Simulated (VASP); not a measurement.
Method: PBE GGA, VASP's PBE PAW potentials (set 64) (plane waves; VASP).

The input files of a VASP run:

### KPOINTS
```
Automatic
0
Gamma
11 11 6
0 0 0
```

**POSCAR**
```
Tb
11.3550760
  0.1545823207  -0.2729120439   0.0000000000
  0.1545823207   0.2729120439   0.0000000000
  0.0000000000   0.0000000000   0.5000000000
Tb
2
direct
  0.3333330000   0.6666670000   0.2500000000
  0.6843350000   0.3510010000   0.7500000000
```

INCAR:
```
LWAVE=.FALSE.
ISIF=2   # forces and stress, cell fixed
ISMEAR=1
ALGO=Damped
LMAXMIX=6   # l cut-off of mixed one-centre charges
NELM=100
PREC=Accurate
GGA=PE
ENCUT=400
SYSTEM=Tb
SIGMA=0.1   # width (eV)
EDIFF=1E-6   # SCF stop (eV)
LREAL=.FALSE.   # projection in real space or not
LASPH=.TRUE.   # aspherical one-centre terms
LCHARG=.FALSE.
```

POTCAR, in this order: Tb_3 (PBE.64 set). Program: vasp_std.

Q: What will the output report for the number of irreducible k-points (NKPTS), number of bands (NBANDS), largest plane-wave count, number of space-group operations, FFT grid (NGX, NGY, NGZ)?

A: 
```yaml
number of irreducible k-points (NKPTS): 244
number of bands (NBANDS): 13
largest_plane_wave_count: 1140
number_of_space_group_operations: 4
FFT grid (NGX, NGY, NGZ): 24 × 24 × 40
```

The compound is Tb in the hcp structure. The cell was not relaxed at this level, atoms are displaced from their ideal sites. The run is one of a series of settings (ALGO = Damped against the base run), some of them coarse on purpose. The 4f electrons are frozen in the core of the lanthanide potential, so 4f levels, which can set the real gap, and their magnetism are missing.
